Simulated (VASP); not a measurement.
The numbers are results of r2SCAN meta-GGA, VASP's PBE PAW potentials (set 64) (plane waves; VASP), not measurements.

Input for VASP

**KPOINTS**
```
Automatic mesh
0
Gamma
8 8 8
0 0 0
```

File POSCAR:
```
Ni3Fe
3.5100710
  1.0000000258   0.0000000000   0.0000000000
  0.0000000000   1.0000000258   0.0000000000
  0.0000000000   0.0000000000   1.0000000258
Fe Ni
1 3
Cart
  0.0284894522   0.0000000000   0.0000000000
  0.0000000000   0.5000000129   0.5000000129
  0.5000000129   0.0000000000   0.5000000129
  0.5000000129   0.5000000129   0.0000000000
```

INCAR:
```
SYSTEM = Ni3Fe
PREC = Accurate; ENCUT = 480; LREAL = F
LASPH = T
EDIFF = 1E-7; NELM = 100; ALGO = Normal
LMAXMIX = 4; LMIXTAU = T
ISMEAR = 1; SIGMA = 0.1
METAGGA = R2SCAN
MAGMOM = 3.2 3*0.7
ISPIN = 2
ISIF = 2
LWAVE = F; LCHARG = F; LORBIT = 10
```

POTCAR, in this order: Fe Ni (PBE.64 set). Program: vasp_std.

Output

**OSZICAR**
```
       N       E                     dE             d eps       ncg     rms          rms(c)
DAV:   1     0.218556122964E+03    0.21856E+03   -0.16869E+04  7904   0.201E+03
DAV:   2    -0.441683384611E+02   -0.26272E+03   -0.25243E+03  7836   0.367E+02
DAV:   3    -0.592900094781E+02   -0.15122E+02   -0.14414E+02  8044   0.123E+02
DAV:   4    -0.594852325259E+02   -0.19522E+00   -0.19491E+00  8294   0.148E+01
DAV:   5    -0.594915810201E+02   -0.63485E-02   -0.63481E-02 11270   0.207E+00    0.224E+01
DAV:   6    -0.532282307688E+02    0.62634E+01   -0.53807E+01  8352   0.131E+02    0.311E+01
DAV:   7    -0.539708378463E+02   -0.74261E+00   -0.25287E+01  9134   0.126E+02    0.250E+01
DAV:   8    -0.503653270509E+02    0.36055E+01   -0.12076E+01  9828   0.609E+01    0.636E+00
DAV:   9    -0.506670280535E+02   -0.30170E+00   -0.10449E+00  8756   0.129E+01    0.332E+00
DAV:  10    -0.506750163325E+02   -0.79883E-02   -0.19663E-01 10542   0.126E+01    0.253E+00
DAV:  11    -0.506535278979E+02    0.21488E-01   -0.83865E-02  9106   0.835E+00    0.149E+00
DAV:  12    -0.506512999799E+02    0.22279E-02   -0.32739E-02 10280   0.356E+00    0.990E-01
DAV:  13    -0.506525310224E+02   -0.12310E-02   -0.80155E-03  9024   0.185E+00    0.308E-01
DAV:  14    -0.506528781245E+02   -0.34710E-03   -0.10491E-03  9558   0.459E-01    0.111E-01
DAV:  15    -0.506528997300E+02   -0.21605E-04   -0.28262E-04  9038   0.326E-01    0.114E-01
DAV:  16    -0.506528763863E+02    0.23344E-04   -0.79334E-05  9120   0.236E-01    0.405E-02
DAV:  17    -0.506528870909E+02   -0.10705E-04   -0.19883E-05 10224   0.590E-02    0.141E-02
DAV:  18    -0.506528883005E+02   -0.12096E-05   -0.30179E-06  9070   0.362E-02    0.613E-03
DAV:  19    -0.506528889046E+02   -0.60408E-06   -0.67911E-07  7756   0.115E-02    0.213E-03
DAV:  20    -0.506528888611E+02    0.43431E-07   -0.17273E-07  4406   0.106E-02
   1 F= -.50652889E+02 E0= -.50652521E+02  d E =-.110405E-02  mag=     5.2325
```

OUTCAR:
```
------------------------ aborting loop because EDIFF is reached ----------------------------------------
  FORCE on cell =-STRESS in cart. coord.  units (eV):
  Direction    XX          YY          ZZ          XY          YZ          ZX
  --------------------------------------------------------------------------------------
  Total        0.3030694      0.3126077      0.3126077      0.0000000      0.0000000      0.0000000
  in kB       11.2280667     11.5814384     11.5814384      0.0000000      0.0000000      0.0000000
  external PRESSURE =      11.4636478 kB  Pullay stress =       0.0000000 kB
  volume of cell :       43.25
      direct lattice vectors                 reciprocal lattice vectors
     3.510071090  0.000000000  0.000000000     0.284894515  0.000000000  0.000000000
     0.000000000  3.510071090  0.000000000     0.000000000  0.284894515  0.000000000
     0.000000000  0.000000000  3.510071090     0.000000000  0.000000000  0.284894515
 POSITION                                       TOTAL-FORCE (eV/Angst)
 -----------------------------------------------------------------------------------
      0.10000      0.00000      0.00000        -0.875256      0.000000     -0.000000
      0.00000      1.75504      1.75504         0.043289     -0.000000      0.000000
      1.75504      0.00000      1.75504         0.415983     -0.000000      0.000000
      1.75504      1.75504      0.00000         0.415983     -0.000000      0.000000
 -----------------------------------------------------------------------------------
    total drift:                                0.000550      0.000000     -0.000001
  FREE ENERGIE OF THE ION-ELECTRON SYSTEM (eV)
  ---------------------------------------------------
  free  energy   TOTEN  =       -50.6528888611 eV

  energy  without entropy=      -50.6517848098  energy(sigma->0) =      -50.65252084

 total charge

# of ion       s       p       d       tot
------------------------------------------
    1        0.497   0.564   6.060   7.121
    2        0.534   0.566   8.335   9.435
    3        0.536   0.569   8.336   9.441
    4        0.536   0.569   8.336   9.441
--------------------------------------------------
tot          2.103   2.269  31.067  35.439

 magnetization (x)

# of ion       s       p       d       tot
------------------------------------------
    1        0.024  -0.010   3.145   3.159
    2       -0.020  -0.069   0.807   0.718
    3       -0.020  -0.069   0.811   0.721
    4       -0.020  -0.069   0.811   0.721
--------------------------------------------------
tot         -0.037  -0.217   5.573   5.319
```
(Selected blocks of OUTCAR.)

The compound is Ni3Fe in the L1_2 structure. This cell was strained or had an atom moved on purpose.
